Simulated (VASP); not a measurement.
An input for Quantum ESPRESSO's pw.x (written as the equivalent of a VASP run, and not itself run):

```
&CONTROL
  calculation = 'scf'
  pseudo_dir = './pseudo'
  outdir = './out'
  tprnfor = .true.
  tstress = .true.
/
&SYSTEM
  ibrav = 0
  nat = 2
  ntyp = 2
  ecutwfc = 82
  occupations = 'smearing'
  smearing = 'methfessel-paxton'
  degauss = 0.00735
  input_dft = 'pbesol'
/
&ELECTRONS
  conv_thr = 7.3e-09
  electron_maxstep = 100
/
ATOMIC_SPECIES
  Ta 180.948 Ta.upf
  C 12.011 C.upf
CELL_PARAMETERS angstrom
     0.0000000    2.2217118    2.2217118
     2.2217118    0.0000000    2.2217118
     2.2217118    2.2217118    0.0000000
ATOMIC_POSITIONS crystal
  Ta   0.0000000  0.0000000  0.0000000
  C    0.5000000  0.5000000  0.5000000
K_POINTS automatic
  14 14 14 0 0 0
```

Task: Write the VASP files for the same calculation (PBEsol).

Result: This is not unique; one that fits is 
**KPOINTS**
```
Automatic mesh
0
Gamma
14 14 14
0 0 0
```

POSCAR:
```
TaC
1
    0.0000000000     2.2217117846     2.2217117846
    2.2217117846     0.0000000000     2.2217117846
    2.2217117846     2.2217117846     0.0000000000
Ta C
1 1
Direct
  0.0000000000   0.0000000000   0.0000000000
  0.5000000000   0.5000000000   0.5000000000
```

**INCAR**
```
# general
SYSTEM   =  TaC
PREC     =  Accurate
ENCUT    =  520
LREAL    =  .False.
LASPH    =  .True.

# electronic loop
EDIFF    =  1E-7
NELM     =  100
ALGO     =  Normal
LMAXMIX  =  6

# smearing
ISMEAR   =  1
SIGMA    =  0.1

# functional
GGA      =  PS

# ions
ISIF     =  2

# output
LWAVE    =  .False.
LCHARG   =  .False.
```

POTCAR, in this order: Ta_pv C (PBE.64 set). Program: vasp_std.

What does not carry over: the potentials are each code's own (VASP's PAW set, PseudoDojo norm-conserving files in pw.x), so ENCUT and ecutwfc are chosen apart and not converted; conv_thr bounds pw.x's estimated SCF error, while EDIFF bounds the energy change between steps.

The compound is TaC in the rock salt structure. It was relaxed first.
